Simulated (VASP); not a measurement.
Input of a VASP 6.6.1 run:

The input INCAR:

```
SYSTEM = LiCu2N4
PREC = Accurate
ENCUT = 520
EDIFF = 1E-6
ISMEAR = -1
SIGMA = 0.1
LREAL = .False.
LASPH = .True.
NELM = 150
ALGO = Fast
ISIF = 2
LWAVE = .False.
LCHARG = .False.
ISPIN = 2
MAGMOM = 0 0 1 1 1 1 0 0 0 0 0 0 0 0
LORBIT = 11
LMAXMIX = 4
GGA = PE
NBANDS = 62
```

Contents of KPOINTS:

```
regular mesh
0
Gamma
  5 5 5
  0 0 0
```

POSCAR

```
LiCu2N4
1.0
    0.0000000000      4.1626825800      4.1626825800
    4.1626825800      0.0000000000      4.1626825800
    4.1626825800      4.1626825800      0.0000000000
Li Cu N
2 4 8
Direct
    0.0000000000      0.0000000000      0.0000000000
    0.2500000000      0.2500000000      0.2500000000
    0.6250000000      0.6250000000      0.6250000000
    0.1250000000      0.6250000000      0.6250000000
    0.6250000000      0.6250000000      0.1250000000
    0.6250000000      0.1250000000      0.6250000000
    0.3870000000      0.3870000000      0.3870000000
    0.4110000000      0.8630000000      0.8630000000
    0.3870000000      0.3870000000      0.8390000000
    0.8630000000      0.4110000000      0.8630000000
    0.8390000000      0.3870000000      0.3870000000
    0.8630000000      0.8630000000      0.8630000000
    0.3870000000      0.8390000000      0.3870000000
    0.8630000000      0.8630000000      0.4110000000
```

Potentials or basis: VASP PAW PBE potentials, release 64 (Li_sv, Cu, N).

Launch:

```bash
$ cat potpaw_PBE.64/Li_sv/POTCAR potpaw_PBE.64/Cu/POTCAR potpaw_PBE.64/N/POTCAR > POTCAR
$ mpirun -np 1 vasp_std > vasp.out
```

Q: Estimate the net moment.

A: 0.00 μB per cell.

Q: Predict the largest force.

A: 1.206 eV/Å.

Q: Predict the band gap on the k mesh.

A: None (metal or under the smearing width).

Forces in eV/Å, atoms in the order of the input:
```
Li   0.000  0.000  0.000
Li   0.000  0.000  0.000
Cu   0.000  0.000  0.000
Cu   0.000  0.000  0.000
Cu   0.000  0.000  0.000
Cu   0.000  0.000  0.000
N    0.696  0.696  0.696
N   -0.696  0.696  0.696
N   -0.696 -0.696  0.696
N    0.696 -0.696  0.696
N    0.696 -0.696 -0.696
N   -0.696 -0.696 -0.696
N   -0.696  0.696 -0.696
N    0.696  0.696 -0.696
```

Caveat: forces of over 1 eV/Å show positions far from the minimum, so gaps and moduli don't describe the material at rest. With open d or f shells a metallic result of PBE can be an artefact of self-interaction; +U or a hybrid may open a gap.
